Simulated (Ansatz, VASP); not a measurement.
# La3InN in two plane-wave programs, part 2 of 2

Wanted: the spread between two codes on one cell, functional and k mesh. The cell is taken from a series of runs on this material, whose earlier steps may have relaxed, scaled, displaced or heated it; both programs get it as it stands.

VASP 6.6.1 and Ansatz 0.2.0.

So far: Set-up; VASP: relaxation of cell and atoms, PBEsol.

## Step 3: Ansatz: relaxation of cell and atoms, PBEsol

Level of this step: Ansatz beside VASP: Kohn-Sham DFT, plane waves, PBEsol (Ansatz).

Ansatz runs on its PAW soft_1 files.

The same cell, functional, mesh and smearing now go to Ansatz, which takes its cutoff from its data sets.

input.yaml reads:

```yaml
crystal:
  lattice:
    - [5.0651713182, 0.0, 0.0]
    - [0.0, 5.0651713182, 0.0]
    - [0.0, 0.0, 5.0651713182]
  atoms:
    - { symbol: La, position: [0.5, 0.5, 0.0] }
    - { symbol: La, position: [0.0, 0.5, 0.5] }
    - { symbol: La, position: [0.5, 0.0, 0.5] }
    - { symbol: In, position: [0.0, 0.0, 0.0] }
    - { symbol: "N", position: [0.5, 0.5, 0.5] }
kpoints:
  mp_grid: { grid: [8, 8, 8] }
hamiltonian:
  xc: pbesol
  pseudopotentials: { kind: paw, azcp: { folder: soft_1 }, xc_functional: pbe }
scf:
  occupations: { method: methfessel_paxton, width: 0.2 }
output:
  forces: true
  stress: true
  eigenvalues: true
relax:
  adjacent_minimum: "off"
  f_tol: 0.001
  max_steps: 60
  cell: { stress_tol: 0.01 }
```

Started as:

```bash
$ ansatz run input.yaml --threads 4 --pin off --max-ram 10240MiB --backend cpu --events-out ev --progress --plain --runs-dir out
```

Numbers of over 12 decimals in the logs are rounded to 6 here.

Output:

```text
Engine: ansatz 0.2.0, x86_64-unknown-linux-gnu
Pseudopotentials: kind: paw
Pseudopotential: La, paw, valence charge 11, recommended cutoff 420 eV (normal), soft_1/La.paw.azcp
Pseudopotential: In, paw, valence charge 13, recommended cutoff 420 eV (normal), soft_1/In.paw.azcp
Pseudopotential: N, paw, valence charge 5, recommended cutoff 420 eV (normal), soft_1/N.paw.azcp
Functional definition: PBEsol
  exchange = pbesol_x
  correlation = pbesol_c
Crystal: 5 atoms, lattice volume = 129.952 Å³
Basis set: ecut = 420 eV, 2517 PW (Γ), exchange–correlation on 72×72×72 points (8 copies of the dense FFT grid, shifted against one another)
Bands: 31, of which v1, the nominal top of the filled ones, is band 26 counted from 1 (25 counted from 0)
Symmetry: 48 space group operations
Space group: Pm-3m (ITA 221), of the structure as read, at distance tolerance 5.1e-5 Å
k-points: 35 of 512
Non-local potential: La, projectors of the file, l = 0: 3, l = 1: 2, l = 2: 2, l = 3: 3
Non-local potential: In, projectors of the file, l = 0: 2, l = 1: 2, l = 2: 2, l = 3: 1
Non-local potential: N, projectors of the file, l = 0: 2, l = 1: 2, l = 2: 1
PAW form: soft (Blöchl's): semilocal exchange-correlation on the pseudo side does not see the compensation charge
PAW frozen core: La, regenerated for the run's functional, and the local potential with it (the file was generated under x = pbe(κ = 0.804, μ = 0.219515), c = pbe(β = 0.066725))
PAW frozen core: In, regenerated for the run's functional, and the local potential with it (the file was generated under x = pbe(κ = 0.804, μ = 0.219515), c = pbe(β = 0.066725))
PAW frozen core: N, regenerated for the run's functional, and the local potential with it (the file was generated under x = pbe(κ = 0.804, μ = 0.219515), c = pbe(β = 0.066725))
PAW one-centre angular grid: La, 590 points (default); XC on 64 Gauss nodes
PAW one-centre angular grid: In, 590 points (default); XC on 64 Gauss nodes
PAW one-centre angular grid: N, 110 points (default); XC on 64 Gauss nodes
Initial density: superposition of atomic densities (chi_scale 0.1, normalization cell, long waves kept (reshape's long-wave potential 0.00 eV rms))
Initial wavefunctions: pseudopotential atomic-orbital guess
Functional: x = pbesol(κ = 0.804, μ = 0.123457), c = pbesol(β = 0.046)
SCF iter   1: F=—  HF=-24393.674525 eV  |F-HF|=—  |Δ(HF+E_count)|=         —  Δρ=3.31e-2  dr2=2.33e0  ethr=3.10e-3  ⟨swp⟩=5.0  Hψ=4987  notcnv=0
preconditioner: auto → Kerker (q_TF=auto, 2.334 Å⁻¹)  [metal: Δε(μ)=0.025 eV  Ē_g=11.363 eV  σ=0.200 eV  W_gap=0.11  n_scr=26 (ndim 8)  ℏωp=21.9 eV  f_vac=0.000  D(μ)=3.15/eV (n_scr^D=18)]
SCF iter   2: F=—  HF=-24393.101182 eV  |F-HF|=—  |Δ(HF+E_count)|=   5.73e-1  S|Δr|=    0.00e0  Δρ=1.56e-2  dr2=5.93e-1  ethr=3.10e-3  ⟨swp⟩=2.9  Hψ=2093  notcnv=0
SCF iter   3: F=—  HF=-24392.986398 eV  |F-HF|=—  |Δ(HF+E_count)|=   1.15e-1  S|Δr|=    0.00e0  Δρ=7.35e-3  dr2=6.47e-2  ethr=1.16e-3  ⟨swp⟩=2.8  Hψ=1796  notcnv=0
SCF iter   4: F=—  HF=-24392.974846 eV  |F-HF|=—  |Δ(HF+E_count)|=   1.16e-2  S|Δr|=    0.00e0  Δρ=2.43e-3  dr2=1.29e-2  ethr=1.27e-4  ⟨swp⟩=2.0  Hψ=1642  notcnv=0  defer=2
SCF iter   5: F=—  HF=-24392.973185 eV  |F-HF|=—  |Δ(HF+E_count)|=   1.66e-3  S|Δr|=    0.00e0  Δρ=8.10e-4  dr2=7.45e-4  ethr=2.53e-5  ⟨swp⟩=2.0  Hψ=1337  notcnv=0  defer=2
SCF iter   6: F=—  HF=-24392.973226 eV  |F-HF|=—  |Δ(HF+E_count)|=   4.05e-5  S|Δr|=    0.00e0  Δρ=1.24e-4  dr2=3.99e-5  ethr=1.46e-6  ⟨swp⟩=2.4  Hψ=1937  notcnv=0  defer=2
SCF iter   7: F=—  HF=-24392.973274 eV  |F-HF|=—  |Δ(HF+E_count)|=   4.79e-5  S|Δr|=    0.00e0  Δρ=2.99e-5  dr2=1.79e-6  ethr=7.82e-8  ⟨swp⟩=2.0  Hψ=1539  notcnv=0  defer=2
SCF iter   8: F=-24392.973273 eV  HF=-24392.973273 eV  |F-HF|=6.55e-11  |Δ(HF+E_count)|=   2.30e-7  S|Δr|=    0.00e0  Δρ=4.54e-6  dr2=3.45e-8  ethr=1.96e-10  ⟨swp⟩=8.1  Hψ=6386  notcnv=0
SCF 1 converged in 8 iterations: F = -24392.973273 eV  dr2 = 3.45e-8
  greatest PAW one-centre occupation: 0.979 electrons in one spin orbital (limit 2), on the In atom at site 3 (counted from 0), in its partial waves of l = 2
relax step   1: F+E_penalty+E_count = -24392.97327343 eV  Δ(F+E_penalty+E_count) = +0.000e0 eV  max|allowed force component| = 4.844e-29 eV/Å  Δτ_max = 0.0000 Å  P = -0.015 GPa  Ω = 129.952 Å³  (8 SCF iters, dr2 threshold 1.00e-7 eV, accepted)
[...]
relax step   2: F+E_penalty+E_count = -24392.97329141 eV  Δ(F+E_penalty+E_count) = -1.797e-5 eV  max|allowed force component| = 7.179e-30 eV/Å  Δτ_max = 0.0000 Å  P = +0.018 GPa  Ω = 129.892 Å³  energy of the carried Pulay correction = +1.864e-5 eV  (6 SCF iters, dr2 threshold 5.50e-10 eV, rejected (line search))
[...]
relax step   3: F+E_penalty+E_count = -24392.97328297 eV  Δ(F+E_penalty+E_count) = -9.540e-6 eV  max|allowed force component| = 4.638e-30 eV/Å  Δτ_max = 0.0000 Å  P = -0.000 GPa  Ω = 129.925 Å³  energy of the carried Pulay correction = +8.298e-6 eV  (7 SCF iters, accepted)
[...]
relax step   4: F+E_penalty+E_count = -24392.97328297 eV  Δ(F+E_penalty+E_count) = +3.638e-12 eV  max|allowed force component| = 4.071e-30 eV/Å  Δτ_max = 0.0000 Å  P = -0.000 GPa  Ω = 129.925 Å³  stress off target by 1.38e-4 GPa  SCF on the basis re-selected at this cell (its energy is not comparable with the rows above)  (6 SCF iters)
basis re-selected at this cell: Δ(F+E_penalty+E_count) = +3.638e-12 eV, ΔP = -0.000 GPa vs the last step (what re-selecting the basis moved, of the pressure what is left beyond the Pulay correction that the steps carried, after the strain that the cell walked since its last selection, with what the two solves' SCF thresholds leave and, on support functions, any second-order correction that the steps lacked; it is no  [...]
SCF converged after 6 iterations
Stability not checked: this state was not tested for a lower state beside it, because cold or Methfessel-Paxton smearing, or corrected tetrahedra, fill the levels in a way that the test cannot read (fill_not_monotonic; see scf.lower_state_search)
Free energy (F): -24392.973283 eV
Harris-Foulkes:  -24392.973283 eV  (|F-HF|=7.28e-12)
Internal energy: -24392.988184 eV  (E = F + TS)
E sigma→0 (E₀):  -24392.977008 eV
Entropy (-TS):   0.014901 eV (2.980 meV/atom)
Fermi energy:    11.776099 eV
--- Per-component energies (eV) ---
  E_band       = -78.513430
  E_kinetic    = 908.266209
  E_local      = -2114.499843  (includes V_loc(G=0)·N_el)
  E_nonlocal   = 629.311918
  E_hartree    = 809.918024
  E_xc         = -628.768112
  E_vxc        = -602.121528  (∫ρ·V_xc dr)
  E_paw        = -20246.562594  (= ΣΔE_a)
  E_vpaw       = -519.307167  (= ΣTr[D̂ρ^β])
  E_aug_tail   = 0.000942  (compensation charges beyond the density's cutoff)
  E_ewald      = -3751.425839
  E_core_change = 0.771111  (= ΣΔE_core)
  E_smearing   = 0.014901  (= −TS)
  E_closure    = -0.000000  (closes the sum)
  Σ components = -24392.973283   (vs F -24392.973283, Δ=0.00e0)
--- Forces (eV/Å), atoms counted from 1 ---
  atom   1  La     0.00000000    -0.00000000     0.00000000
  atom   2  La     0.00000000     0.00000000    -0.00000000
  atom   3  La    -0.00000000    -0.00000000     0.00000000
  atom   4  In     0.00000000    -0.00000000     0.00000000
  atom   5  N      0.00000000    -0.00000000     0.00000000
  max |Σ_I F_I| component: 7.88e-30 eV/Å
--- Stress (GPa, compression-positive) ---
       -0.000138      -0.000000      -0.000000
       -0.000000      -0.000138      -0.000000
       -0.000000      -0.000000      -0.000138
  P = ⅓ Tr σ = -0.0001 GPa (-0.001 kbar)
--- Band table (eV; the first three rows and the last of 35) ---
  k-point 0: bands = [... 22 lower, 10.9514, 10.9514, 10.9797, 10.9797, 10.9797, 12.7254, 12.7254, 12.7254, ... 1 higher]
  k-point 1: bands = [... 22 lower, 10.8030, 11.0163, 11.1041, 11.1095, 11.1095, 12.6100, 12.6646, 12.6646, ... 1 higher]
  k-point 2: bands = [... 22 lower, 10.3014, 11.1136, 11.2365, 11.2365, 11.5333, 12.6316, 12.7191, 12.7191, ... 1 higher]
  k-point 34: bands = [... 22 lower, 12.1463, 12.1463, 12.1463, 12.6963, 12.6963, 12.6963, 13.3108, 13.3108, ... 1 higher]
--- Relaxed structure (3 steps of the walk, 2 accepted, 1 SCFs on fresh bases) ---
  F+E_penalty+E_count = -24392.97328297 eV   max|allowed force component| = 4.071e-30 eV/Å   (the final SCF, on the basis selected at the relaxed cell)
  cell:  # Å, volume = 129.9253 Å³
    - [5.064826, 0, 0]
    - [0, 5.064826, 0.0]
    - [0, 0.0, 5.064826]
  atoms:
    - { symbol: La, position: [0.5, 0.5, 0] }
    - { symbol: La, position: [0, 0.5, 0.5] }
    - { symbol: La, position: [0.5, 0, 0.5] }
    - { symbol: In, position: [0, 0, 0] }
    - { symbol: N, position: [0.5, 0.5, 0.5] }
```

Reading the cycles: dr2 is the Hartree energy of the density residual (eV), the measure of convergence; HF is the Harris–Foulkes estimate of the energy, which meets the free energy F at convergence.

## Step 4: Differences

Known differences besides the potentials themselves: the cutoff is 420 eV in Ansatz and 600 eV in VASP; Ansatz makes its cores anew for this functional, VASP keeps those of its PBE data sets; Ansatz adds a Pulay correction to the stress that steers its cell, VASP none. Total energies have different zeros and are not compared.

Both answers:

```tsv
quantity	Ansatz	VASP	difference
volume (Å³)	129.93	129.85	+0.06 %
edge a after relaxation, in the typed setting (Å)	5.065	5.064	+0.02 %
```

## Step 5: Summary of results

| Quantity | Value |
| --- | --- |
| difference in volume (relaxation of cell and atoms, PBEsol) | 0.059 % |

**Reading.** The difference in volume is 0.059 % (relaxation of cell and atoms, PBEsol), within the 1.2 % picked in this series as the mark of a large difference, as far as the stopping tolerances let one tell. 1 further run of this series is not shown here. How closely two codes agree says nothing of how well the functional describes the real material.

[Lines on the potential files, build, host, timing and source positions are cut from VASP's logs without a mark.]

[Logs are printed without paths, hosts, clocks, repeated set-up lines and the standing remarks that a program may print on its own settings, such as how far it seeks lower states.]

[Hosts, paths, dates, database ids (printed as entryN), source tags and the programs' standing remarks are cut or masked in the printed files.]
